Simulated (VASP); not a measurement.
```
BaTiO3
1.0
    4.08497     0.00000     0.00000
    0.00000     4.08497     0.00000
    0.00000     0.00000     4.08497
Ba Ti O
1 1 3
Direct
  0.00000   0.00000   0.00000
  0.50000   0.50000   0.50000
  0.50000   0.00000   0.50000
  0.00000   0.50000   0.50000
  0.50000   0.50000   0.00000
```

The numbers are results of PBE GGA with D3 dispersion (Becke-Johnson damping), VASP's PBE PAW potentials (set 64) (plane waves; VASP 6.6.1), not measurements. Numerical set-up: 520 eV cut-off, 6×6×6 Γ-centred mesh, Gaussian smearing of 0.050 eV, potentials Ba_sv Ti_sv O.

Problem. Give the stress tensor in GPa (positive for a compressed cell).

Solution. 
```
-8.63   0.00   0.00
 0.00  -8.63   0.00
 0.00   0.00  -8.63
```
The pressure is its mean diagonal, -8.63 GPa.

The compound is BaTiO3 in the cubic perovskite structure, the ideal cubic form; the compound distorts at low or room temperature. This cell is one point of a volume scan, at 1.06 of the reference volume.
